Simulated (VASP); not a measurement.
Calculation: revTPSS meta-GGA, VASP's PBE PAW potentials (set 64) (plane waves; VASP).

A VASP calculation is set up with these files.

POSCAR:
```
AuAl2
6.059410
  0.0000000000   0.4999999838   0.4999999838
  0.4999999838   0.0000000000   0.4999999838
  0.4999999838   0.4999999838   0.0000000000
Al Au
2 1
Cartesian
  0.2499999919   0.2499999919   0.2499999919
  0.7499999758   0.7499999758   0.7499999758
  0.0000000000   0.0000000000   0.0000000000
```

KPOINTS:
```
Regular mesh
0
G
9 9 9
```

### INCAR
```
SYSTEM = AuAl2
PREC = Accurate
ENCUT = 520
EDIFF = 1E-7
NELM = 100
ALGO = Normal
LREAL = .FALSE.
LASPH = .TRUE.
ISMEAR = 1
SIGMA = 0.1
METAGGA = RTPSS
LMIXTAU = .TRUE.
LMAXMIX = 6
LWAVE = .FALSE.
LCHARG = .FALSE.
ISIF = 2
```

POTCAR, in this order: Al Au (PBE.64 set). Program: vasp_std.

Output

**OUTCAR**
```
 ion  position               nearest neighbor table
   1  0.250  0.250  0.250-   3 2.62   3 2.62   3 2.62   3 2.62   2 3.03   2 3.03   2 3.03   2 3.03
                             2 3.03   2 3.03
   2  0.750  0.750  0.750-   3 2.62   3 2.62   3 2.62   3 2.62   1 3.03   1 3.03   1 3.03   1 3.03
                             1 3.03   1 3.03
   3  0.000  0.000  0.000-   2 2.62   2 2.62   2 2.62   1 2.62   1 2.62   1 2.62   2 2.62   1 2.62
  LATTYP: Found a face centered cubic cell.
 ALAT       =     6.0594098042
 Subroutine PRICEL returns:
 Original cell was already a primitive cell.
 Subroutine GETGRP returns: Found 48 space group operations
The static configuration has the point symmetry O_h .
The dynamic configuration has the point symmetry O_h .
 Subroutine INISYM returns: Found 48 space group operations
 Subroutine IBZKPT returns following result:
 Found     35 irreducible k-points:

 Following reciprocal coordinates:
            Coordinates               Weight
  0.000000  0.000000  0.000000      1.000000
  0.111111  0.000000  0.000000      8.000000
  0.222222  0.000000  0.000000      8.000000
  0.333333  0.000000  0.000000      8.000000
  0.444444  0.000000  0.000000      8.000000
  0.111111  0.111111  0.000000      6.000000
  0.222222  0.111111  0.000000     24.000000
  0.333333  0.111111  0.000000     24.000000
  0.444444  0.111111  0.000000     24.000000
 -0.444444  0.111111  0.000000     24.000000
 -0.333333  0.111111  0.000000     24.000000
 -0.222222  0.111111  0.000000     24.000000
 -0.111111  0.111111  0.000000     12.000000
  0.222222  0.222222  0.000000      6.000000
  0.333333  0.222222  0.000000     24.000000
  0.444444  0.222222  0.000000     24.000000
 -0.444444  0.222222  0.000000     24.000000
 -0.333333  0.222222  0.000000     24.000000
 -0.222222  0.222222  0.000000     12.000000
  0.333333  0.333333  0.000000      6.000000
  0.444444  0.333333  0.000000     24.000000
 -0.444444  0.333333  0.000000     24.000000
 -0.333333  0.333333  0.000000     12.000000
  0.444444  0.444444  0.000000      6.000000
 -0.444444  0.444444  0.000000     12.000000
  0.333333  0.222222  0.111111     24.000000
  0.444444  0.222222  0.111111     48.000000
 -0.444444  0.222222  0.111111     48.000000
  0.444444  0.333333  0.111111     24.000000
 -0.444444  0.333333  0.111111     48.000000
 -0.333333  0.333333  0.111111     48.000000
 -0.222222  0.333333  0.111111     24.000000
 -0.444444  0.444444  0.111111     24.000000
 -0.333333  0.444444  0.111111     24.000000
 -0.333333  0.444444  0.222222     24.000000
   k-points           NKPTS =     35   k-points in BZ     NKDIM =     35   number of bands    NBANDS=     12
   number of dos      NEDOS =    301   number of ions     NIONS =      3
   total plane-waves  NPLWV =  32768
   dimension x,y,z NGX =    32 NGY =   32 NGZ =   32
   dimension x,y,z NGXF=    64 NGYF=   64 NGZF=   64
   ions per type =               2   1
   PREC   = accura    normal or accurate (medium, high low for compatibility)
   ISTART =      0    job   : 0-new  1-cont  2-samecut
   ICHARG =      2    charge: 1-file 2-atom 10-const
   ISPIN  =      1    spin polarized calculation?
   LNONCOLLINEAR =      F non collinear calculations
   LSORBIT =      F    spin-orbit coupling
   INIWAV =      1    electr: 0-lowe 1-rand  2-diag
   ENCUT  =  520.0 eV  38.22 Ry    6.18 a.u.   7.97  7.97  7.97*2*pi/ulx,y,z
   NELM   =    100;   NELMIN=  2; NELMDL= -5     # of ELM steps
   EDIFF  = 0.1E-06   stopping-criterion for ELM
   LREAL  =      F    real-space projection
   NLSPLINE    = F    spline interpolate recip. space projectors
   LMAXMIX     =    6 max onsite mixed and CHGCAR
   VOSKOWN=      0    Vosko Wilk Nusair interpolation
   EDIFFG = 0.1E-05   stopping-criterion for IOM
...
```

OSZICAR:
```
       N       E                     dE             d eps       ncg     rms          rms(c)
DAV:   1     0.135775517732E+03    0.13578E+03   -0.78653E+03   948   0.146E+03
DAV:   2     0.344269612716E+02   -0.10135E+03   -0.90107E+02  1228   0.346E+02
DAV:   3     0.294674223848E+02   -0.49595E+01   -0.48492E+01  1284   0.870E+01
DAV:   4     0.293365554625E+02   -0.13087E+00   -0.13066E+00  1344   0.163E+01
DAV:   5     0.293335173561E+02   -0.30381E-02   -0.30372E-02  1308   0.270E+00    0.918E+00
DAV:   6     0.266609662660E+02   -0.26726E+01   -0.19492E+01   856   0.583E+01    0.436E+00
DAV:   7     0.267110878086E+02    0.50122E-01   -0.24594E+00  1012   0.170E+01    0.411E+00
DAV:   8     0.267248083938E+02    0.13721E-01   -0.88214E-01   856   0.108E+01    0.206E+00
DAV:   9     0.266221242125E+02   -0.10268E+00   -0.66547E-01   852   0.920E+00    0.153E+00
DAV:  10     0.265912771227E+02   -0.30847E-01   -0.25849E-01   892   0.640E+00    0.138E-01
DAV:  11     0.265893710011E+02   -0.19061E-02   -0.68434E-03   932   0.852E-01    0.934E-02
DAV:  12     0.265891081593E+02   -0.26284E-03   -0.10321E-03   924   0.334E-01    0.613E-02
DAV:  13     0.265888627762E+02   -0.24538E-03   -0.18589E-04   908   0.161E-01    0.291E-02
DAV:  14     0.265888581764E+02   -0.45998E-05   -0.87832E-05   900   0.113E-01    0.111E-02
DAV:  15     0.265888541075E+02   -0.40689E-05   -0.16471E-05   888   0.517E-02    0.319E-03
DAV:  16     0.265888517694E+02   -0.23380E-05   -0.33453E-06   912   0.252E-02    0.120E-03
DAV:  17     0.265888513596E+02   -0.40983E-06   -0.43007E-07   908   0.959E-03    0.887E-04
DAV:  18     0.265888513187E+02   -0.40883E-07   -0.10160E-07   648   0.488E-03
   1 F= 0.26588851E+02 E0= 0.26589436E+02  d E =-.175517E-02
```

File OUTCAR:
```
------------------------ aborting loop because EDIFF is reached ----------------------------------------
  FORCE on cell =-STRESS in cart. coord.  units (eV):
  Direction    XX          YY          ZZ          XY          YZ          ZX
  --------------------------------------------------------------------------------------
  Total       -1.0512865     -1.0512865     -1.0512865     -0.0000000     -0.0000000     -0.0000000
  in kB      -30.2831233    -30.2831233    -30.2831233     -0.0000000     -0.0000000     -0.0000000
  external PRESSURE =     -30.2831233 kB  Pullay stress =       0.0000000 kB
  volume of cell :       55.62
      direct lattice vectors                 reciprocal lattice vectors
     0.000000000  3.029704902  3.029704902    -0.165032575  0.165032575  0.165032575
     3.029704902  0.000000000  3.029704902     0.165032575 -0.165032575  0.165032575
     3.029704902  3.029704902  0.000000000     0.165032575  0.165032575 -0.165032575
 POSITION                                       TOTAL-FORCE (eV/Angst)
 -----------------------------------------------------------------------------------
      1.51485      1.51485      1.51485         0.000000      0.000000     -0.000000
      4.54456      4.54456      4.54456        -0.000000     -0.000000      0.000000
      0.00000      0.00000      0.00000        -0.000000     -0.000000     -0.000000
 -----------------------------------------------------------------------------------
    total drift:                                0.000000     -0.000000      0.000000
  FREE ENERGIE OF THE ION-ELECTRON SYSTEM (eV)
  ---------------------------------------------------
  free  energy   TOTEN  =        26.5888513187 eV

  energy  without entropy=       26.5906064841  energy(sigma->0) =       26.58943637
```
(Selected blocks of OUTCAR.)

File OUTCAR:
```
 val. band max:        7.3680987714   @ k =  -0.3333   0.2222   0.0000

 cond. band min:       7.4277652891   @ k =   0.4444   0.2222   0.1111


 Fermi energy:         7.4034470353

 k-point     1 :       0.0000    0.0000    0.0000
  band No.  band energies     occupation
      1      -2.9928      2.00000
      2       0.8996      2.00000
      3       0.8996      2.00000
      4       0.8996      2.00000
      5       1.7845      2.00000
      6       1.7845      2.00000
      7       9.5777      0.00000
      8      10.3010      0.00000
      9      10.3010      0.00000
     10      10.3010      0.00000
     11      11.1944      0.00000
     12      11.1944      0.00000

 k-point     2 :       0.1111    0.0000    0.0000
  band No.  band energies     occupation
      1      -2.8335      2.00000
      2       0.8480      2.00000
      3       0.9382      2.00000
      4       0.9382      2.00000
      5       1.7766      2.00000
      6       1.7766      2.00000
      7       8.2103     -0.00000
      8       9.7150      0.00000
      9       9.7150      0.00000
     10       9.7942      0.00000
     11      11.8266      0.00000
     12      11.8266      0.00000

 k-point     3 :       0.2222    0.0000    0.0000
  band No.  band energies     occupation
      1      -2.3719      2.00000
      2       0.7359      2.00000
      3       1.0261      2.00000
      4       1.0261      2.00000
      5       1.7764      2.00000
      6       1.7764      2.00000
      7       5.9180      2.00000
      8       8.9178     -0.00000
      9       8.9178     -0.00000
     10      10.0194      0.00000
     11      11.7479      0.00000
     12      11.7479      0.00000

 k-point     4 :       0.3333    0.0000    0.0000
  band No.  band energies     occupation
      1      -1.6854      2.00000
      2       0.6796      2.00000
      3       1.0973      2.00000
      4       1.0973      2.00000
      5       1.8247      2.00000
      6       1.8247      2.00000
...
```

Unless said otherwise, spin-orbit coupling is left out, though it shifts the bands of the heavy elements here.

The compound is AuAl2 in the fluorite structure. This cell is one point of a volume scan, at 1.03 of the reference volume. The electron count is odd and the run is not spin-polarised, which forces a metal.
